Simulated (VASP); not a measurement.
Level of theory: r2SCAN meta-GGA, VASP's PBE PAW potentials (set 64) (plane waves; VASP 6.6.1).

The input files of a VASP run:

### POSCAR
```
CdS
1.0
  0.0000000000   2.9367531388   2.9367531388
  2.9367531388   0.0000000000   2.9367531388
  2.9367531388   2.9367531388   0.0000000000
Cd S
1 1
Cart
  0.0000000000   0.0000000000   0.0000000000
  1.4683765694   1.4683765694   1.4683765694
```

INCAR:
```
ALGO = Normal
EDIFF = 1E-6
EDIFFG = -0.01
ENCUT = 400
IBRION = 2
ISIF = 3
ISMEAR = 0
LASPH = T
LCHARG = F
LMAXMIX = 4
LMIXTAU = T
LREAL = F
LWAVE = F
METAGGA = R2SCAN
NELM = 100
NSW = 60
PREC = Accurate
SIGMA = 0.05
SYSTEM = CdS
```

### KPOINTS
```
Automatic mesh
0
Gamma
7 7 7
0 0 0
```

POTCAR, in this order: Cd S (PBE.64 set). Program: vasp_std.

Output

**OUTCAR**
```
 ion  position               nearest neighbor table
   1  0.000  0.000  0.000-   2 2.54   2 2.54   2 2.54   2 2.54
   2  0.250  0.250  0.250-   1 2.54   1 2.54   1 2.54   1 2.54
  LATTYP: Found a face centered cubic cell.
 ALAT       =     5.8735062776
 Subroutine PRICEL returns:
 Original cell was already a primitive cell.
 Subroutine GETGRP returns: Found 24 space group operations
The static configuration has the point symmetry T_d .
The dynamic configuration has the point symmetry T_d .
 Subroutine INISYM returns: Found 24 space group operations
 Subroutine IBZKPT returns following result:
 Found     20 irreducible k-points:

 Following reciprocal coordinates:
            Coordinates               Weight
  0.000000  0.000000  0.000000      1.000000
  0.142857  0.000000  0.000000      8.000000
  0.285714  0.000000  0.000000      8.000000
  0.428571  0.000000  0.000000      8.000000
  0.142857  0.142857  0.000000      6.000000
  0.285714  0.142857  0.000000     24.000000
  0.428571  0.142857  0.000000     24.000000
 -0.428571  0.142857  0.000000     24.000000
 -0.285714  0.142857  0.000000     24.000000
 -0.142857  0.142857  0.000000     12.000000
  0.285714  0.285714  0.000000      6.000000
  0.428571  0.285714  0.000000     24.000000
 -0.428571  0.285714  0.000000     24.000000
 -0.285714  0.285714  0.000000     12.000000
  0.428571  0.428571  0.000000      6.000000
 -0.428571  0.428571  0.000000     12.000000
  0.428571  0.285714  0.142857     24.000000
 -0.428571  0.285714  0.142857     48.000000
 -0.428571  0.428571  0.142857     24.000000
 -0.285714  0.428571  0.142857     24.000000
   k-points           NKPTS =     20   k-points in BZ     NKDIM =     20   number of bands    NBANDS=     13
   number of dos      NEDOS =    301   number of ions     NIONS =      2
   total plane-waves  NPLWV =  21952
   dimension x,y,z NGX =    28 NGY =   28 NGZ =   28
   dimension x,y,z NGXF=    56 NGYF=   56 NGZF=   56
   ions per type =               1   1
   PREC   = accura    normal or accurate (medium, high low for compatibility)
   ISTART =      0    job   : 0-new  1-cont  2-samecut
   ICHARG =      2    charge: 1-file 2-atom 10-const
   ISPIN  =      1    spin polarized calculation?
   LNONCOLLINEAR =      F non collinear calculations
   LSORBIT =      F    spin-orbit coupling
   INIWAV =      1    electr: 0-lowe 1-rand  2-diag
   ENCUT  =  400.0 eV  29.40 Ry    5.42 a.u.   6.77  6.77  6.77*2*pi/ulx,y,z
   NELM   =    100;   NELMIN=  2; NELMDL= -5     # of ELM steps
   EDIFF  = 0.1E-05   stopping-criterion for ELM
   LREAL  =      F    real-space projection
   NLSPLINE    = F    spline interpolate recip. space projectors
   LMAXMIX     =    4 max onsite mixed and CHGCAR
   VOSKOWN=      0    Vosko Wilk Nusair interpolation
   EDIFFG = -.1E-01   stopping-criterion for IOM
   NSW    =     60    number of steps for IOM
   NBLOCK =      1;   KBLOCK =     60    inner block; outer block
   IBRION =      2    ionic relax: 0-MD 1-quasi-New 2-CG
   NFREE  =      1    steps in history (QN), initial steepest desc. (CG)
   ISIF   =      3    stress and relaxation
   ISYM   =      2    0-nonsym 1-usesym 2-fastsym
   TEIN   =    0.0    initial temperature
   TEBEG  =    0.0;   TEEND  =   0.0 temperature during run
   SMASS  =  -3.00    Nose mass-parameter (am)
   PSTRESS=    0.0 pullay stress
   NELECT =      18.0000    total number of electrons
   EFERMI =   0.00;   METHOD = LEGACY
   ISMEAR =     0;   SIGMA  =   0.05  broadening in eV -4-tet -1-fermi 0-gaus
   IALGO  =     38    algorithm
   LDIAG  =      T    sub-space diagonalisation (order eigenvalues)
   IMIX   =      4    mixing-type and parameters
     AMIX     =   0.40;   BMIX     =  1.00
     AMIX_MAG =   1.60;   BMIX_MAG =  1.00
...
```

### OSZICAR
```
       N       E                     dE             d eps       ncg     rms          rms(c)
DAV:   1     0.631515128690E+02    0.63152E+02   -0.80591E+03   568   0.103E+03
DAV:   2    -0.311064134952E+02   -0.94258E+02   -0.90196E+02   640   0.271E+02
DAV:   3    -0.348542507535E+02   -0.37478E+01   -0.37406E+01   595   0.570E+01
DAV:   4    -0.348784300383E+02   -0.24179E-01   -0.24178E-01   590   0.453E+00
DAV:   5    -0.348787833446E+02   -0.35331E-03   -0.35330E-03   610   0.519E-01    0.779E+00
DAV:   6    -0.295896505662E+02    0.52891E+01   -0.41106E+00   520   0.336E+01    0.949E+00
DAV:   7    -0.295995215640E+02   -0.98710E-02   -0.44302E-01   520   0.860E+00    0.543E+00
DAV:   8    -0.295808264026E+02    0.18695E-01   -0.37784E-01   520   0.560E+00    0.125E+00
DAV:   9    -0.296176841111E+02   -0.36858E-01   -0.22253E-01   530   0.426E+00    0.716E-01
DAV:  10    -0.296804821283E+02   -0.62798E-01   -0.28175E-02   530   0.159E+00    0.297E-01
DAV:  11    -0.296806045620E+02   -0.12243E-03   -0.62647E-03   535   0.933E-01    0.181E-01
DAV:  12    -0.296817123900E+02   -0.11078E-02   -0.24752E-03   530   0.579E-01    0.130E-01
DAV:  13    -0.296827213611E+02   -0.10090E-02   -0.22187E-03   525   0.579E-01    0.462E-02
DAV:  14    -0.296832792121E+02   -0.55785E-03   -0.14405E-04   560   0.140E-01    0.890E-03
DAV:  15    -0.296833295459E+02   -0.50334E-04   -0.28754E-05   550   0.525E-02    0.731E-03
DAV:  16    -0.296833340176E+02   -0.44716E-05   -0.69516E-06   545   0.312E-02    0.553E-03
DAV:  17    -0.296833355822E+02   -0.15646E-05   -0.10717E-06   365   0.133E-02    0.310E-03
DAV:  18    -0.296833371066E+02   -0.15244E-05   -0.70990E-07   370   0.101E-02    0.140E-03
DAV:  19    -0.296833370098E+02    0.96792E-07   -0.23585E-07   310   0.461E-03
   1 F= -.29683337E+02 E0= -.29683337E+02  d E =-.296833E+02
```

OUTCAR:
```
------------------------ aborting loop because EDIFF is reached ----------------------------------------
  FORCE on cell =-STRESS in cart. coord.  units (eV):
  Direction    XX          YY          ZZ          XY          YZ          ZX
  --------------------------------------------------------------------------------------
  Total        0.0121050      0.0121050      0.0121050      0.0000000     -0.0000000      0.0000000
  in kB        0.3828641      0.3828641      0.3828641      0.0000000     -0.0000000      0.0000000
  external PRESSURE =       0.3828641 kB  Pullay stress =       0.0000000 kB
  volume of cell :       50.66
      direct lattice vectors                 reciprocal lattice vectors
     0.000000000  2.936753139  2.936753139    -0.170256054  0.170256054  0.170256054
     2.936753139  0.000000000  2.936753139     0.170256054 -0.170256054  0.170256054
     2.936753139  2.936753139  0.000000000     0.170256054  0.170256054 -0.170256054
  FREE ENERGIE OF THE ION-ELECTRON SYSTEM (eV)
  ---------------------------------------------------
  free  energy   TOTEN  =       -29.6833370098 eV

  energy  without entropy=      -29.6833370098  energy(sigma->0) =      -29.68333701

 reached required accuracy - stopping structural energy minimisation
```
(Selected blocks of OUTCAR.)

The compound is CdS in the zinc blende structure, a metastable form; wurtzite is the usual one. It was relaxed first. The start is the result of an earlier pass.
